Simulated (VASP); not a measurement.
Computed with optB86b-vdW, VASP's PBE PAW potentials (set 64) (plane waves; VASP 6.6.1).

VASP input:

File POSCAR:
```
Tl
1
    1.7473689660    -3.0265319347     0.0000000000
    1.7473689660     3.0265319347     0.0000000000
    0.0000000000     0.0000000000     5.5932316371
Tl
2
Direct
  0.3333330000   0.6666670000   0.2500000000
  0.6666670000   0.3333330000   0.7500000000
```

### INCAR
```
SYSTEM = Tl
PREC = Accurate
ENCUT = 520
EDIFF = 1E-6
NELM = 100
ALGO = Normal
LREAL = .FALSE.
LASPH = .TRUE.
ISMEAR = 1
SIGMA = 0.1
GGA = MK
PARAM1 = 0.1234
PARAM2 = 1.0
LUSE_VDW = .TRUE.
AGGAC = 0.0
LMAXMIX = 4
LWAVE = .FALSE.
LCHARG = .FALSE.
IBRION = 2
ISIF = 3
NSW = 60
EDIFFG = -0.01
```

### KPOINTS
```
Regular mesh
0
gamma
11 11 6
```

POTCAR, in this order: Tl_d (PBE.64 set). Program: vasp_std.

Unless said otherwise, spin-orbit coupling is left out, though it shifts the bands of the heavy elements here.

Estimate the energy per atom (σ→0), band gap (on the k-mesh).

* **energy per atom (σ→0)**: 0.770 eV/atom
* **band gap (on the k-mesh)**: none (metal, semimetal or under 0.01 eV)

OSZICAR:
```
...
DAV:   5     0.148332938633E+01   -0.16915E-03   -0.16915E-03  2475   0.302E-01    0.266E+00
DAV:   6     0.153129570781E+01    0.47966E-01   -0.94768E-02  2306   0.257E+00    0.187E+00
DAV:   7     0.153977083313E+01    0.84751E-02   -0.35858E-02  2257   0.157E+00    0.726E-01
DAV:   8     0.154040685853E+01    0.63603E-03   -0.21257E-03  2273   0.395E-01    0.368E-02
DAV:   9     0.154040292541E+01   -0.39331E-05   -0.12800E-05  2733   0.327E-02    0.987E-03
DAV:  10     0.154039902630E+01   -0.38991E-05   -0.44721E-06  1772   0.184E-02    0.128E-03
DAV:  11     0.154039890416E+01   -0.12215E-06   -0.27470E-07  1189   0.500E-03
   1 F= 0.15403989E+01 E0= 0.15407625E+01  d E =0.154040E+01
```

The compound is Tl in the hcp structure. It was relaxed first. The start is the result of an earlier pass.
